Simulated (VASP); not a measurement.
Input:

```cif
data_BErRh3
_chemical_formula_sum 'Er1 B1 Rh3'
_space_group_name_H-M_alt 'Pm-3m'
_space_group_IT_number 221
_space_group_name_Hall '-P 4 2 3'
_cell_length_a 4.13046
_cell_length_b 4.13046
_cell_length_c 4.13046
_cell_angle_alpha 90.000
_cell_angle_beta 90.000
_cell_angle_gamma 90.000
loop_
_atom_site_label
_atom_site_type_symbol
_atom_site_symmetry_multiplicity
_atom_site_Wyckoff_symbol
_atom_site_fract_x
_atom_site_fract_y
_atom_site_fract_z
_atom_site_occupancy
Er1 Er 1 a 0.00000 0.00000 0.00000 1
B1 B 1 b 0.50000 0.50000 0.50000 1
Rh1 Rh 3 c 0.00000 0.50000 0.50000 1
```

The numbers are results of PBEsol GGA, VASP's PBE PAW potentials (set 64) (plane waves; VASP 6.6.1), not measurements. Settings: 600 eV cut-off, 8×8×8 Γ-centred mesh, first-order Methfessel-Paxton smearing of 0.10 eV, potentials Er_3 B Rh_pv.

The 4f electrons are frozen in the core of the lanthanide potential, so 4f levels, which can set the real gap, and their magnetism are missing.

Each relaxation starts from this cell; other phases were not tried.

Question: The cell is relaxed at 5 GPa. What happens?

Answer: The volume per atom goes from 14.09 to 13.78 Å³ (-2.2 %), and the cell becomes a = 4.099 Å, b = 4.099 Å, c = 4.099 Å, α = 90.00°, β = 90.00°, γ = 90.00°, space group Pm-3m.

Question: The cell is relaxed at 10 GPa. What happens?

Answer: The volume per atom goes from 14.09 to 13.49 Å³ (-4.3 %), and the cell becomes a = 4.0711 Å, b = 4.0711 Å, c = 4.0711 Å, α = 90.00°, β = 90.00°, γ = 90.00°, space group Pm-3m.

Failed runs are left out, and for metals the shear rows, which the mesh's noise covers.

The structure comes from a computed database's ErBRh3 entry (Pm-3m); how it stands against other phases isn't given here. The electron count is odd and the run is not spin-polarised, which forces a metal.
